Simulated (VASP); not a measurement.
Consider the following.

```xyz
2
Lattice="0.0000 3.2678 3.2678 3.2678 0.0000 3.2678 3.2678 3.2678 0.0000" Properties=species:S:1:pos:R:3 pbc="T T T"
La     0.0000     0.0000     0.0000
C      1.6339     1.6339     1.6339
```

Level of theory: PBE GGA, VASP's PBE PAW potentials (set 64) (plane waves; VASP). Settings: 520 eV cut-off, 9×9×9 Γ-centred mesh, first-order Methfessel-Paxton smearing of 0.10 eV, potentials La C.

Energy and stress use the plane-wave basis of the starting cell.

**Question.** The ions, cell shape and volume are relaxed. Which structure does the run end with?

**Answer.** 
```xyz
2
Lattice="0.0000 2.8865 2.8865 2.8865 0.0000 2.8865 2.8865 2.8865 0.0000" Properties=species:S:1:pos:R:3 pbc="T T T"
La     0.0000     0.0000     0.0000
C      1.4432     1.4432     1.4432
```
Space group F-43m (216), at a tolerance of 0.03 Å.

**Question.** How do energy and volume change from the first to the last step?

**Answer.** The energy (σ→0) changes by -567.8 meV/atom and the volume by -31.1 %, in 3 ionic steps.

The structure was generated: LaC was put into the zinc blende type (F-43m), which need not be its known phase. This run relaxes it. Symmetry was kept, so distortions that lower it aren't found. The electron count is odd and the run is not spin-polarised, which forces a metal.
